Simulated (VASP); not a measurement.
Data:

```
CELL_PARAMETERS angstrom
      3.48032     0.00000     0.00000
      0.00000     3.48032     0.00000
      0.00000     0.00000     3.48032
ATOMIC_POSITIONS crystal
  Si 0.00000 0.00000 0.00000
  Ni 0.00000 0.50000 0.50000
  Ni 0.50000 0.00000 0.50000
  Ni 0.50000 0.50000 0.00000
```

Method: PBE GGA, VASP's PBE PAW potentials (set 64) (plane waves; VASP). Run with 500 eV cut-off, 9×9×9 Γ-centred mesh, first-order Methfessel-Paxton smearing of 0.10 eV, potentials Si Ni.

Question: Estimate the energy per atom (σ→0), pressure, band gap (on the k-mesh) with the smallest direct gap where there is one.

Answer: 
The band gap (on the k-mesh) is none (metal, semimetal or under 0.01 eV) and the energy per atom (σ→0) comes out as -570.9 kJ/mol-atom. The pressure is 4.98 GPa.

Total energies compare only between runs with the same potentials, cut-off and functional.

The compound is Ni3Si in the L1_2 structure. It was relaxed first under an external pressure of 5 GPa. The run is not spin-polarised, so no magnetic state was tried.
